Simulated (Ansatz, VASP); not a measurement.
Given: the input of a run of VASP 6.6.1 on NbTe.

Contents of INCAR:

```
SYSTEM = NbTe
PREC = Accurate
ENCUT = 520
EDIFF = 1E-6
ISMEAR = -1
SIGMA = 0.05
LREAL = .FALSE.
LASPH = .TRUE.
NELM = 60
ALGO = Normal
ISIF = 2
LWAVE = .FALSE.
LCHARG = .TRUE.
GGA = CA
LELF = .TRUE.
LVHAR = .TRUE.
NBANDS = 16
```

The input KPOINTS:

```
Automatic mesh
0
G
  8 8 7
  0 0 0
```

POSCAR

```
NbTe
1.0
    3.7756001657      0.0000000000      0.0000000000
   -1.8878000828      3.2697656581      0.0000000000
    0.0000000000      0.0000000000      3.7666649043
Te Nb
1 1
Direct
    0.6666666667      0.3333333333      0.0000000000
    0.0000000000      0.0000000000      0.5000000000
```

Potentials or basis: VASP PAW LDA potentials, release 64 (Te, Nb_sv).

Run with:

```sh
$ cat potpaw_LDA.64/Te/POTCAR potpaw_LDA.64/Nb_sv/POTCAR > POTCAR
$ mpirun -np 1 vasp_std > vasp.out
```

Q: Translate it to Ansatz 0.2.0. Potentials there: Ansatz PAW.

A: As run (the cutoff follows the program's own potentials):

The input input.yaml:

```yaml
crystal:
  lattice:
    - [3.7756001657, 0.0, 0.0]
    - [-1.8878000828, 3.2697656581, 0.0]
    - [0.0, 0.0, 3.7666649043]
  atoms:
    - { symbol: Te, position: [0.6666666667, 0.3333333333, 0.0] }
    - { symbol: Nb, position: [0.0, 0.0, 0.5] }
hamiltonian:
  xc: lda
  pseudopotentials: { kind: paw }
kpoints:
  mp_grid: { grid: [8, 8, 7] }
scf:
  occupations: { method: fermi_dirac, width: 0.05 }
output:
  forces: true
  stress: true
  eigenvalues: true
```

Potentials or basis: Ansatz PAW.

Command:

```bash
$ ansatz run input.yaml --threads 2 --pin off --max-ram 5632MiB --backend cpu --events-out ev --progress --plain --runs-dir out
```

Both were run:

|  | VASP | Ansatz | Ansatz less VASP |
| --- | --- | --- | --- |
| gap on the k mesh at the Fermi level (eV) | none | none | - |
| pressure (GPa) | -12.9 | -12.8 | +0.03 |
| largest component of the traceless stress (GPa) | 1.58 | 1.55 | -0.030 |

A gap of «none» marks a metal or a gap that the smearing closes. The two sets of potentials don't hold the same shells in valence.

Caveats: the PAW data sets come from PBE, with cores solved anew for the run's functional, which leaves a small shift of forces and pressure (Ansatz). Spin-orbit coupling is left out, which matters for the levels of Te.
